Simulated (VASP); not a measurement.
ZnCd3Se3S:

```
Zn Cd Se S
1.0
     4.23086    0.00395   -0.00191
     0.00397    4.23052   -0.03088
    -0.00549   -0.08810   12.09646
Zn Cd Se S
1 3 3 1
Direct
  0.98345 0.00407 0.00355
  0.00997 0.00532 0.49509
  0.53872 0.49060 0.23319
  0.46025 0.49571 0.78703
  0.01555 0.51249 0.62607
  0.49733 0.01154 0.38640
  0.99177 0.48316 0.09887
  0.45872 0.00908 0.89952
```

The cell was built by a generator and needn't be a form met in nature.

| Property | Result |
| --- | --- |
| Program | VASP 6.6.1 |
| Task | relaxation of cell and atoms |
| Functional | PBE |
| Potentials or basis | VASP PAW PBE potentials, release 64 (Zn, Cd, Se, S) |
| Cutoff | 520 eV |
| k mesh | 4 × 4 × 2 |
| Occupations | gaussian, width 0.05 eV |
| Spin | no spin polarisation |

At the start: pressure 1.8 GPa; volume 27.06 Å³/atom.

Q: Where does the relaxation end?

A: Over 31 steps the energy falls by 103.5 meV/atom and the volume is 27.23 Å³/atom (+0.6 %); space group Pm (No. 6, to 0.05 Å).

Step by step:
| step | energy change (eV) | largest force (eV/Å) | pressure (GPa) | volume (Å³) |
| --- | --- | --- | --- | --- |
| 1 | 0.0000 | 2.4482 | 1.84 | 216.50 |
| 2 | -0.5434 | 0.8289 | -1.22 | 226.34 |
| 3 | -0.5629 | 0.6473 | -1.68 | 228.70 |
| 4 | -0.7146 | 0.6280 | -0.31 | 220.53 |
| 5 | -0.7385 | 0.5935 | 0.73 | 215.58 |
| 6 | -0.7902 | 0.2991 | 0.37 | 216.64 |
| 7 | -0.7919 | 0.3023 | 0.34 | 216.84 |
| 8 | -0.8097 | 0.1759 | -0.26 | 219.16 |
| 9 | -0.8104 | 0.1437 | -0.34 | 219.61 |
| 10 | -0.8159 | 0.1178 | 0.00 | 217.89 |
| 11 | -0.8160 | 0.1345 | 0.22 | 217.26 |
| 12 | -0.8161 | 0.1319 | 0.14 | 217.53 |
| 13 | -0.8191 | 0.1057 | 0.08 | 217.77 |
| 14 | -0.8211 | 0.0938 | 0.00 | 218.14 |
| 15 | -0.8233 | 0.0587 | -0.04 | 218.35 |
| 16 | -0.8235 | 0.0551 | -0.04 | 218.41 |
| 17 | -0.8233 | 0.0727 | -0.06 | 218.53 |
| 18 | -0.8235 | 0.0597 | -0.07 | 218.43 |
| 19 | -0.8247 | 0.0581 | 0.11 | 217.80 |
| 20 | -0.8248 | 0.0614 | 0.15 | 217.70 |
| 21 | -0.8258 | 0.0529 | 0.01 | 218.14 |
| 22 | -0.8260 | 0.0641 | -0.06 | 218.44 |
| 23 | -0.8269 | 0.0451 | -0.05 | 218.44 |
| 24 | -0.8272 | 0.0470 | -0.07 | 218.45 |
| 25 | -0.8274 | 0.0599 | -0.04 | 218.45 |
| 26 | -0.8274 | 0.0557 | -0.07 | 218.45 |
| 27 | -0.8274 | 0.0586 | -0.05 | 218.45 |
| 28 | -0.8274 | 0.0565 | -0.06 | 218.45 |
| 29 | -0.8274 | 0.0568 | -0.05 | 218.45 |
| 30 | -0.8278 | 0.0324 | 0.03 | 218.02 |
| 31 | -0.8278 | 0.0182 | 0.10 | 217.87 |

Final structure:
```
CELL_PARAMETERS angstrom
4.23805 -0.00023 -0.00033
-0.00013 4.26514 -0.00160
-0.00294 -0.00582 12.05292
ATOMIC_POSITIONS crystal
Zn 0.99247 0.00026 0.99456
Cd 0.99917 0.00379 0.50743
Cd 0.49733 0.50083 0.23976
Cd 0.48879 0.49990 0.77450
Se 0.99039 0.50365 0.64047
Se 0.49843 0.00201 0.37284
Se 0.99674 0.50070 0.10470
S 0.49243 0.00085 0.89547
```
